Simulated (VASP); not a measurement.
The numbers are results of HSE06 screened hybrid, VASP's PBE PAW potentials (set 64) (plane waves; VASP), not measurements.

A VASP calculation is set up with these files.

INCAR:
```
AEXX = 0.25
ALGO = Normal
EDIFF = 1E-5
ENCUT = 400
GGA = PE
HFSCREEN = 0.2
ISIF = 0
ISMEAR = 0
ISYM = 0
LASPH = .TRUE.
LCHARG = .FALSE.
LHFCALC = .TRUE.
LREAL = Auto
LWAVE = .FALSE.
NELECT = 258.0
NELM = 50
NELMIN = 4
PREC = Normal
PRECFOCK = Fast
SIGMA = 0.05
SYSTEM = C32NSi31
```

KPOINTS:
```
Automatic mesh
0
Gamma
1 1 1
0 0 0
```

### POSCAR
```
C32NSi31
17.5166630
  0.4999999963   0.0000000000   0.0000000000
  0.0000000000   0.4999999963   0.0000000000
  0.0000000000   0.0000000000   0.4999999963
Si C N
31 32 1
direct
  0.5007411385   0.0010647868   0.0011514408
  0.7492043643   0.2516666737   0.0000135629
  0.7491752209   0.9999956419   0.2518283603
  0.9999094498   0.9999822035   0.9999909943
  0.2498177568   0.2497316396   0.9967288656
  0.4996781361   0.4995561380   0.9976683736
  0.7513526624   0.7513821131   0.0011070510
  0.2498470101   0.9966546083   0.2498960520
  0.4941920416   0.2493847991   0.2494775481
  0.7438158747   0.5029046216   0.2563638646
  0.4996268688   0.9974947043   0.4996520617
  0.7438236361   0.2562702329   0.5030897798
  0.7513930225   0.0009842825   0.7514059371
  0.0010340983   0.5006556031   0.0011217344
  0.2516968023   0.7491965888   0.0000079964
  0.9966890299   0.2497612506   0.2499350349
  0.2494277899   0.4940780558   0.2494280026
  0.5029452932   0.7437160587   0.2562294599
  0.0011520927   0.0009995092   0.5007370296
  0.2494388556   0.2494612533   0.4942112184
  0.7499113869   0.7499353044   0.5067628486
  0.2517277822   0.9999160344   0.7492206002
  0.5029462779   0.2561873420   0.7438199896
  0.7499511172   0.5068095457   0.7499576812
  0.9999625182   0.7491637422   0.2517419417
  0.9976585744   0.4996606750   0.4996970789
  0.2562735375   0.7437540695   0.5028800733
  0.9999856660   0.2516562655   0.7492003615
  0.2562488860   0.5029163546   0.7439297906
  0.5067356851   0.7498906146   0.7499848767
  0.0010718827   0.7513960172   0.7514103399
  0.6246544599   0.1273321651   0.1273968398
  0.8709606634   0.3758288952   0.1286336105
  0.8709502940   0.1285398503   0.3760292526
  0.1246890555   0.1247144459   0.1247786592
  0.3731228844   0.3729898029   0.1219564915
  0.6246355663   0.6245235796   0.1245094235
  0.8758213069   0.8758653208   0.1272742823
  0.3731151361   0.1219495236   0.3731761537
  0.6009397380   0.3827979140   0.3828513669
  0.8733151430   0.6265955288   0.3764760526
  0.6246086326   0.1244084974   0.6246410100
  0.8733774050   0.3764268993   0.6266844552
  0.8758377492   0.1272328901   0.8758524119
  0.1273322546   0.6245599062   0.1273524597
  0.3759252128   0.8709381292   0.1286002639
  0.1219401762   0.3730801233   0.3731547046
  0.3828194662   0.6008168068   0.3827585159
  0.6265590121   0.8732222448   0.3764008498
  0.1273966743   0.1273173333   0.6246504741
  0.3827592479   0.3827922431   0.6010697712
  0.6387309464   0.6387787823   0.6387814686
  0.8791830086   0.8791294323   0.6264513784
  0.3758891267   0.1284790554   0.8709865191
  0.6266092505   0.3763510558   0.8733130862
  0.8791868714   0.6264191856   0.8792346535
  0.1286198541   0.8708764410   0.3759112119
  0.1245342700   0.6246081645   0.6246434676
  0.3764009861   0.8732228405   0.6266242235
  0.1285295385   0.3758310687   0.8710105842
  0.3764440234   0.6265647949   0.8734244459
  0.6263863782   0.8791419210   0.8792111417
  0.1271759306   0.8758723983   0.8759108405
  0.4577422787   0.4577230304   0.4577859798
```

POTCAR, in this order: Si C N (PBE.64 set). Program: vasp_gam. Read from the step before: WAVECAR.

Task: What will the output report for the number of irreducible k-points (NKPTS), largest plane-wave count, FFT grid (NGX, NGY, NGZ)?

Result: 
```yaml
number of irreducible k-points (NKPTS): 1
largest_plane_wave_count: 6075
FFT grid (NGX, NGY, NGZ): 48 × 48 × 48
```

The cell is a supercell with a defect, built from SiC (zinc blende): N_Si, charge -1. The cell's shape comes from a PBE relaxation. The run is not spin-polarised, so no state with unpaired spins was tried.
